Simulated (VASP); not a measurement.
```xyz
2
Lattice="0.0000 2.2660 2.2660 2.2660 0.0000 2.2660 2.2660 2.2660 0.0000" Properties=species:S:1:pos:R:3 pbc="T T T"
B      0.0000     0.0000     0.0000
P      1.1330     1.1330     1.1330
```

Computed with r2SCAN meta-GGA, VASP's PBE PAW potentials (set 64) (plane waves; VASP). Run with 520 eV cut-off, 10×10×10 Γ-centred mesh, Gaussian smearing of 0.050 eV, potentials B P.

Task: Estimate the energy per atom (σ→0).

Result: 
- energy per atom (σ→0): -8.656 eV/atom

The absolute energy has meaning only against runs of the same code, potentials and settings.

The compound is BP in the zinc blende structure. It was relaxed first.
